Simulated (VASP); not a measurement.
These are PBEsol GGA, VASP's PBE PAW potentials (set 64) (plane waves; VASP 6.6.1) values and carry that method's errors.

VASP input:

**INCAR**
```
SYSTEM = CdS
PREC = Accurate; ENCUT = 400; LREAL = .FALSE.
LASPH = .TRUE.
EDIFF = 1E-8; NELM = 100; ALGO = Normal
LMAXMIX = 4
ISMEAR = 0; SIGMA = 0.01
GGA = PS
IBRION = 8; NSW = 1
LWAVE = .FALSE.; LCHARG = .FALSE.
LEPSILON = .TRUE.
```

**POSCAR**
```
CdS
1
   -0.0000000000     2.9132300778     2.9132300778
    2.9132300778    -0.0000000000     2.9132300778
    2.9132300778     2.9132300778     0.0000000000
Cd S
1 1
Direct
  0.0000000000   0.0000000000   0.0000000000
  0.2500000000   0.2500000000   0.2500000000
```

KPOINTS:
```
Automatic mesh
0
Gamma
11 11 11
0 0 0
```

POTCAR, in this order: Cd S (PBE.64 set). Program: vasp_std.

What VASP printed:

OUTCAR:
```
 ion  position               nearest neighbor table
   1  0.000  0.000  0.000-   2 2.52   2 2.52   2 2.52   2 2.52
   2  0.250  0.250  0.250-   1 2.52   1 2.52   1 2.52   1 2.52
  LATTYP: Found a face centered cubic cell.
 ALAT       =     5.8264601556
 Subroutine PRICEL returns:
 Original cell was already a primitive cell.
 Subroutine GETGRP returns: Found 24 space group operations
The static configuration has the point symmetry T_d .
The dynamic configuration has the point symmetry T_d .
 Subroutine INISYM returns: Found 24 space group operations
 Subroutine IBZKPT returns following result:
 Found     56 irreducible k-points:

 Following reciprocal coordinates:
            Coordinates               Weight
  0.000000  0.000000  0.000000      1.000000
  0.090909  0.000000  0.000000      8.000000
  0.181818  0.000000  0.000000      8.000000
  0.272727  0.000000  0.000000      8.000000
  0.363636  0.000000  0.000000      8.000000
  0.454545  0.000000  0.000000      8.000000
  0.090909  0.090909  0.000000      6.000000
  0.181818  0.090909  0.000000     24.000000
  0.272727  0.090909  0.000000     24.000000
...
```

### OUTCAR
```


 HEAD OF MICROSCOPIC STATIC DIELECTRIC TENSOR (INDEPENDENT PARTICLE, excluding Hartree and local field effects)
 ------------------------------------------------------
           6.938572    -0.000000     0.000000
           0.000000     6.938572     0.000000
          -0.000000     0.000000     6.938572
 ------------------------------------------------------

 MACROSCOPIC STATIC DIELECTRIC TENSOR (including local field effects in DFT)
 ------------------------------------------------------
           6.557748     0.000000     0.000000
          -0.000000     6.557748    -0.000000
           0.000000    -0.000000     6.557748
 ------------------------------------------------------

 PIEZOELECTRIC TENSOR (including local field effects)  for field in x, y, z        (e  Angst)
          XX          YY          ZZ          XY          YZ          ZX
  --------------------------------------------------------------------------------
  x    -0.00000     0.00000     0.00000     0.00000    -1.95999    -0.00000
  y    -0.00000    -0.00000     0.00000     0.00000     0.00000    -1.95999
  z    -0.00000    -0.00000     0.00000    -1.95999     0.00000     0.00000

 PIEZOELECTRIC TENSOR (including local field effects)  for field in x, y, z        (C/m^2)
          XX          YY          ZZ          XY          YZ          ZX
  --------------------------------------------------------------------------------
  x    -0.00000     0.00000     0.00000     0.00000    -0.63505    -0.00000
  y    -0.00000    -0.00000     0.00000     0.00000     0.00000    -0.63505
  z    -0.00000    -0.00000     0.00000    -0.63505     0.00000     0.00000

 BORN EFFECTIVE CHARGES (including local field effects) (in |e|, cummulative output)
 ---------------------------------------------------------------------------------
 ion    1
    1     2.18555     0.00000     0.00000
    2     0.00000     2.18555    -0.00000
    3     0.00000     0.00000     2.18555
 ion    2
    1    -2.18555     0.00000     0.00000
    2     0.00000    -2.18555     0.00000
    3    -0.00000    -0.00000    -2.18555
```
(Selected blocks of OUTCAR.)

The dielectric response may not be converged in the k-mesh; for small gaps it tends to come out too large.

The compound is CdS in the zinc blende structure, a metastable form; wurtzite is the usual one. It was relaxed first.
